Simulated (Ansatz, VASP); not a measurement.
# Cross-check of TiB2 between VASP and Ansatz

Aim: how closely do two programs agree when they are given the same cell, functional and k mesh? The structure shown comes from an earlier Ansatz run, which isn't shown and may have moved the atoms alone.

Calculated with Ansatz 0.2.0; plane waves, with VASP 6.6.1 beside it; elastic constants at LDA.

## 1. The starting structure

Symmetry: P6/mmm, No. 191, hexagonal system. The conventional cell has a = 2.995 Å, b = 2.995 Å, c = 3.178 Å, α = 90.00°, β = 90.00°, γ = 120.00°. Nearest to Ti lie 12 B at 2.35 Å. B has 3 B at 1.73 Å and 6 Ti at 2.35 Å nearest. Farther neighbours are not listed.

Structure file:

```cif
data_structure
_symmetry_space_group_name_H-M 'P6/mmm'
_symmetry_Int_Tables_number 191
_cell_length_a 2.9949
_cell_length_b 2.9949
_cell_length_c 3.1779
_cell_angle_alpha 90.000
_cell_angle_beta 90.000
_cell_angle_gamma 120.000
_cell_volume 24.69
loop_
_atom_site_label
_atom_site_type_symbol
_atom_site_symmetry_multiplicity
_atom_site_Wyckoff_symbol
_atom_site_fract_x
_atom_site_fract_y
_atom_site_fract_z
_atom_site_occupancy
Ti1 Ti 1 a 0.00000 0.00000 0.00000 1
B1 B 2 d 0.33333 0.66667 0.50000 1
```

## 2. Ansatz: elastic constants, LDA

Ansatz runs on its PAW soft_1 files.

Elastic constants are differences of stresses under small strains, so they test the stress and the mesh.

File input.yaml:

```yaml
crystal:
  lattice:
    - [2.994908666, 0.0, 0.0]
    - [-1.497454333, 2.5936669868, 0.0]
    - [0.0, 0.0, 3.1778860449]
  atoms:
    - { symbol: Ti, position: [0.0, 0.0, 0.0] }
    - { symbol: B, position: [0.3333333333, 0.6666666667, 0.5] }
    - { symbol: B, position: [0.6666666667, 0.3333333333, 0.5] }
kpoints:
  mp_grid: { grid: [9, 9, 8] }
hamiltonian:
  xc: lda
  pseudopotentials: { kind: paw, azcp: { folder: soft_1 }, xc_functional: pbe }
scf:
  occupations: { method: gaussian, width: 0.1 }
output:
  forces: true
  stress: true
  eigenvalues: true
basis:
  ecutwfc: 260.0
elastic:
  mode: relaxed_ion
  amplitude: 0.01
  stencil: two_point
```

Command:

```sh
$ ansatz run input.yaml --threads 4 --pin off --max-ram 15360MiB --backend cpu --events-out ev --progress --plain --runs-dir out
```

Numbers of over 12 decimals in the logs are rounded to 6 here.

Output:

```text
Warning: basis.ecutwfc = 260 eV is below the records' recommended 420 eV, and the density's cutoff is lower with it unless basis.ecutrho_ratio is high enough to keep the records' density cutoff: compare with a run at a higher cutoff
Engine: ansatz 0.2.0, aarch64-unknown-linux-gnu
Pseudopotentials: kind: paw
Pseudopotential: Ti, paw, valence charge 12, recommended cutoff 420 eV (normal), soft_1/Ti.paw.azcp
Pseudopotential: B, paw, valence charge 3, recommended cutoff 420 eV (normal), soft_1/B.paw.azcp
Functional definition: SPW92
  exchange = slater_x
  correlation = pw_c
Crystal: 3 atoms, lattice volume = 24.685 Å³
Basis set: ecut = 260 eV, 213 PW (Γ)
Bands: 13, of which v1, the nominal top of the filled ones, is band 9 counted from 1 (8 counted from 0)
Symmetry: 24 space group operations
Space group: P6/mmm (ITA 191), of the structure as read, at distance tolerance 2.9e-5 Å
k-points: 60 of 648
Non-local potential: Ti, projectors of the file, l = 0: 3, l = 1: 2, l = 2: 3, l = 3: 1
Non-local potential: B, projectors of the file, l = 0: 2, l = 1: 2, l = 2: 1
PAW form: soft (Blöchl's): semilocal exchange-correlation on the pseudo side does not see the compensation charge
PAW frozen core: Ti, regenerated for the run's functional, and the local potential with it (the file was generated under x = pbe(κ = 0.804, μ = 0.219515), c = pbe(β = 0.066725))
PAW frozen core: B, regenerated for the run's functional, and the local potential with it (the file was generated under x = pbe(κ = 0.804, μ = 0.219515), c = pbe(β = 0.066725))
PAW one-centre angular grid: Ti, 590 points (default); XC on 64 Gauss nodes
PAW one-centre angular grid: B, 110 points (default); XC on 64 Gauss nodes
Initial density: superposition of atomic densities (chi_scale 0.1, normalization cell, long waves kept (reshape's long-wave potential 0.00 eV rms))
Initial wavefunctions: pseudopotential atomic-orbital guess
Functional: x = slater, c = lda
SCF iter   1: F=—  HF=-2754.016946 eV  |F-HF|=—  |Δ(HF+E_count)|=         —  Δρ=1.16e-1  dr2=5.03e0  ethr=3.10e-3  ⟨swp⟩=4.3  Hψ=3736  notcnv=0
preconditioner: auto → none  [metal: Δε(μ)=0.030 eV  Ē_g=9.723 eV  σ=0.100 eV  W_gap=0.17  n_scr=8 (ndim 8)  ℏωp=23.6 eV  f_vac=0.000  D(μ)=0.57/eV (n_scr^D=2)  sad-step TF]
SCF iter   2: F=—  HF=-2753.286974 eV  |F-HF|=—  |Δ(HF+E_count)|=   7.30e-1  Δρ=7.56e-2  dr2=2.35e0  ethr=3.10e-3  ⟨swp⟩=2.1  Hψ=1525  notcnv=0  defer=1
SCF iter   3: F=—  HF=-2752.698666 eV  |F-HF|=—  |Δ(HF+E_count)|=   5.88e-1  Δρ=9.90e-3  dr2=2.89e-2  ethr=3.10e-3  ⟨swp⟩=3.7  Hψ=1821  notcnv=0  defer=1
SCF iter   4: F=—  HF=-2752.694123 eV  |F-HF|=—  |Δ(HF+E_count)|=   4.54e-3  Δρ=1.17e-3  dr2=3.33e-4  ethr=1.60e-4  ⟨swp⟩=2.0  Hψ=1440  notcnv=0  defer=1
SCF iter   5: F=—  HF=-2752.694131 eV  |F-HF|=—  |Δ(HF+E_count)|=   8.46e-6  Δρ=3.35e-4  dr2=4.23e-5  ethr=1.85e-6  ⟨swp⟩=2.0  Hψ=1089  notcnv=0  defer=1
SCF iter   6: F=—  HF=-2752.694124 eV  |F-HF|=—  |Δ(HF+E_count)|=   6.73e-6  Δρ=7.16e-5  dr2=1.58e-6  ethr=2.35e-7  ⟨swp⟩=2.3  Hψ=1050  notcnv=0  defer=1
SCF iter   7: F=—  HF=-2752.694127 eV  |F-HF|=—  |Δ(HF+E_count)|=   2.35e-6  Δρ=4.69e-6  dr2=3.59e-9  ethr=8.79e-9  ⟨swp⟩=2.6  Hψ=1114  notcnv=0  defer=1
SCF iter   8: F=—  HF=-2752.694127 eV  |F-HF|=—  |Δ(HF+E_count)|=   2.03e-9  Δρ=1.01e-6  dr2=2.66e-10  ethr=1.99e-11  ⟨swp⟩=2.0  Hψ=1217  notcnv=0  defer=1
SCF iter   9: F=—  HF=-2752.694127 eV  |F-HF|=—  |Δ(HF+E_count)|=  8.82e-11  Δρ=2.37e-7  dr2=1.99e-11  ethr=1.48e-12  ⟨swp⟩=2.9  Hψ=1275  notcnv=0  defer=1
SCF iter  10: F=-2752.694127 eV  HF=-2752.694127 eV  |F-HF|=1.36e-12  |Δ(HF+E_count)|=  5.91e-12  Δρ=5.52e-9  dr2=1.24e-14  ethr=1.00e-12  ⟨swp⟩=2.8  Hψ=2912  notcnv=0
SCF 1 converged in 10 iterations: F = -2752.694127 eV  dr2 = 1.24e-14
  greatest PAW one-centre occupation: 1.002 electrons in one spin orbital (limit 2), on the Ti atom at site 0 (counted from 0), in its partial waves of l = 1
Crystal: 3 atoms, lattice volume = 24.438 Å³
Symmetry: 8 space group operations
k-points: 125 of 648
Initial density: handed on by an earlier stage of this run
Initial wavefunctions: pseudopotential atomic-orbital guess (no wavefunctions were taken with the density)
[...]
preconditioner: auto → none  [metal: Δε(μ)=0.099 eV  Ē_g=8.515 eV  σ=0.100 eV  W_gap=0.42  n_scr=8 (ndim 8)  ℏωp=23.8 eV  f_vac=0.000  D(μ)=0.46/eV (n_scr^D=0)]
[...]
SCF 18 converged in 7 iterations: F = -2752.690790 eV  dr2 = 6.18e-21
relax step   2: F+E_penalty+E_count = -2752.69078981 eV  Δ(F+E_penalty+E_count) = -1.113e-9 eV  max|allowed force component| = 6.709e-5 eV/Å  Δτ_max = 0.0000 Å  (7 SCF iters, accepted)
[...]
SCF 19 converged in 8 iterations: F = -2752.690790 eV  dr2 = 1.24e-22
relax step   3: F+E_penalty+E_count = -2752.69078981 eV  Δ(F+E_penalty+E_count) = -5.016e-10 eV  max|allowed force component| = 8.104e-7 eV/Å  Δτ_max = 0.0000 Å  (8 SCF iters, accepted)
[...]
SCF iter   1: F=—  HF=-2752.690790 eV  |F-HF|=—  |Δ(HF+E_count)|=         —  Δρ=5.35e-11  dr2=3.76e-19  ethr=1.00e-12  ⟨swp⟩=1.1  Hψ=13347  notcnv=0
iter 2 did not close the SCF: its close was put off for the readings that it lacked (scf_convergence_deferred on its scf_iter line)
SCF iter   2: F=-2752.690790 eV  HF=-2752.690790 eV  |F-HF|=0.00e0  |Δ(HF+E_count)|=    0.00e0  Δρ=3.10e-11  dr2=1.72e-19  ethr=5.56e-16 (applied; sched 1.00e-12)  ⟨swp⟩=2.3  Hψ=3785  notcnv=0
iter 3 did not close the SCF: its close was put off for the readings that it lacked (scf_convergence_deferred on its scf_iter line)
SCF iter   3: F=-2752.690790 eV  HF=-2752.690790 eV  |F-HF|=4.55e-13  |Δ(HF+E_count)|=  4.55e-13  Δρ=1.96e-11  dr2=5.67e-20  ethr=5.56e-16 (applied; sched 1.00e-12)  ⟨swp⟩=1.0  Hψ=2405  notcnv=0
iter 4 did not close the SCF: its close was put off for the readings that it lacked (scf_convergence_deferred on its scf_iter line)
SCF iter   4: F=-2752.690790 eV  HF=-2752.690790 eV  |F-HF|=0.00e0  |Δ(HF+E_count)|=  4.55e-13  Δρ=1.24e-11  dr2=2.09e-20  ethr=5.56e-16 (applied; sched 1.00e-12)  ⟨swp⟩=1.0  Hψ=2405  notcnv=0
iter 5 did not close the SCF: its close was put off for the readings that it lacked (scf_convergence_deferred on its scf_iter line)
SCF iter   5: F=-2752.690790 eV  HF=-2752.690790 eV  |F-HF|=9.09e-13  |Δ(HF+E_count)|=    0.00e0  Δρ=9.85e-12  dr2=1.28e-20  ethr=5.56e-16 (applied; sched 1.00e-12)  ⟨swp⟩=1.0  Hψ=2405  notcnv=0
SCF iter   6: F=-2752.690790 eV  HF=-2752.690790 eV  |F-HF|=0.00e0  |Δ(HF+E_count)|=  4.55e-13  Δρ=7.15e-12  dr2=6.69e-21  ethr=1.00e-12  ⟨swp⟩=1.0  Hψ=5550  notcnv=0
SCF 20 converged in 6 iterations: F = -2752.690790 eV  dr2 = 6.69e-21
SCF converged after 10 iterations
Free energy (F): -2752.694127 eV
Harris-Foulkes:  -2752.694127 eV  (|F-HF|=1.36e-12)
Internal energy: -2752.691311 eV  (E = F + TS)
E sigma→0 (E₀):  -2752.692719 eV
Entropy (-TS):   -0.002815 eV (-0.938 meV/atom)
Fermi energy:    15.397679 eV
--- Per-component energies (eV) ---
  E_band       = -87.194198
  E_kinetic    = 388.981289
  E_local      = -823.391075  (includes V_loc(G=0)·N_el)
  E_nonlocal   = 80.268254
  E_hartree    = 338.651825
  E_xc         = -184.825942
  E_vxc        = -227.855702  (∫ρ·V_xc dr)
  E_paw        = -1138.554567  (= ΣΔE_a)
  E_vpaw       = -182.500682  (= ΣTr[D̂ρ^β])
  E_aug_tail   = 0.000071  (compensation charges beyond the density's cutoff)
  E_ewald      = -1414.238785
  E_core_change = 0.417619  (= ΣΔE_core)
  E_smearing   = -0.002815  (= −TS)
  E_closure    = 0.000000  (closes the sum)
  Σ components = -2752.694127   (vs F -2752.694127, Δ=0.00e0)
--- Forces (eV/Å), atoms counted from 1 ---
  atom   1  Ti     0.00000000    -0.00000000     0.00000000
  atom   2  B      0.00000000    -0.00000000     0.00000000
  atom   3  B      0.00000000     0.00000000     0.00000000
  max |Σ_I F_I| component: 1.85e-17 eV/Å
--- Stress (GPa, compression-positive) ---
       -0.035692       0.000000       0.000000
        0.000000      -0.035692       0.000000
        0.000000       0.000000      -0.035149
  P = ⅓ Tr σ = -0.0355 GPa (-0.355 kbar)
--- Band table (eV; the first three rows and the last of 60) ---
  k-point 0: bands = [... 5 lower, 12.7458, 12.7458, 13.2430, 13.3138, 17.5510, 17.5510, 19.4630, 19.4630]
  k-point 1: bands = [... 5 lower, 11.5925, 12.9094, 12.9094, 14.6937, 16.9506, 16.9506, 19.0364, 19.0364]
  k-point 2: bands = [... 5 lower, 9.9125, 13.4145, 13.4145, 15.9308, 16.0977, 16.0977, 18.0581, 18.0581]
  k-point 59: bands = [... 5 lower, 6.8381, 9.7125, 12.2521, 12.2521, 18.1095, 20.0677, 20.0677, 20.2851]
--- Elastic constants: 3 strain directions × 2 members + reference (group order 24) ---
  dense FFT box of the reference and of every strained cell: 16×16×18
  strains applied: 11, 33, 23; error gains: componentwise 1.00 (the most a stress slope's error grows in a printed constant), spectral 1.41 (1 for all six strains in a standard setting)
  C = ∂σ_k/∂η_j (tension-positive GPa; Voigt order 11 22 33 23 13 12):
       677.730     81.901    120.023      0.000      0.000     -0.000
        81.901    677.730    120.023      0.000      0.000      0.000
       126.275    126.275    543.417      0.000      0.000      0.000
         0.000      0.000      0.000    300.455      0.000      0.000
         0.000      0.000      0.000      0.000    300.455      0.000
        -0.000      0.000      0.000      0.000      0.000    297.914
  reference stress σ⁰ (GPa):      0.036      0.036      0.035     -0.000     -0.000     -0.000
  C* (energy form; C + prestress term) asymmetry max|C*_kj − C*_jk| = 6.252e0 GPa — a small one proves nothing (zero by symmetry where the batch's group is 432, −43m or m−3m); a large one is finite-difference/SCF noise where every solve meets its electron count
  moduli (Voigt/Reuss/Hill, GPa): K = 283.92/282.50/283.21   G = 284.48/280.52/282.50   E = 636.02   ν = 0.126
  mechanically stable: yes (min eigenvalue of sym C = 297.91 GPa)
  the stresses are not corrected for the forces that the relaxations left standing (`elastic.f_tol`)
  strain η (Voigt 11):  stress-route row diagonal C_11 = 677.73 GPa, energy-path curvature d²(F+E_count+ΔE)/dδ²/Ω₀ = 733.23 GPa
         δ    σ_11 (GPa)             F (eV)   n_scf  n_hpsi   n_pw
    -1.000e-2      -6.8566       -2752.6896202       6   21366    241   relax 4 steps, max|allowed force component| 4.48e-7 eV/Å
     1.000e-2       6.6979       -2752.6858738       6   21464    246   relax 3 steps, max|allowed force component| 9.19e-6 eV/Å
  strain η (Voigt 33):  stress-route row diagonal C_33 = 543.42 GPa, energy-path curvature d²(F+E_count+ΔE)/dδ²/Ω₀ = 616.96 GPa
         δ    σ_33 (GPa)             F (eV)   n_scf  n_hpsi   n_pw
    -1.000e-2      -6.2716       -2752.6901116       7   12944    240   relax 0 steps, max|allowed force component| 2.96e-16 eV/Å
     1.000e-2       4.5967       -2752.6863449       6   11974    246   relax 0 steps, max|allowed force component| 4.93e-17 eV/Å
  strain η (Voigt 23):  stress-route row diagonal C_44 = 300.46 GPa, energy-path curvature d²(F+E_count+ΔE)/dδ²/Ω₀ = 307.26 GPa
         δ    σ_23 (GPa)             F (eV)   n_scf  n_hpsi   n_pw
    -1.000e-2      -3.0046       -2752.6907898       6   31888    242   relax 3 steps, max|allowed force component| 8.11e-7 eV/Å
     1.000e-2       3.0046       -2752.6907898       6   31867    242   relax 3 steps, max|allowed force component| 8.10e-7 eV/Å
```

In the SCF lines HF is the Harris–Foulkes energy and dr2 the Hartree energy of the density residual, in eV; the loop may stop once dr2 is under the threshold and the program's other checks hold. Hψ counts applications of the Hamiltonian.

(Continued in part 2 of 2.)

[Lines on the potential files, build, host, timing and source positions are cut from VASP's logs without a mark.]

[Logs are printed without paths, hosts, clocks, repeated set-up lines and the standing remarks that a program may print on its own settings, such as how far it seeks lower states.]

[Hosts, paths, dates, database ids (printed as entryN), source tags and the programs' standing remarks are cut or masked in the printed files.]
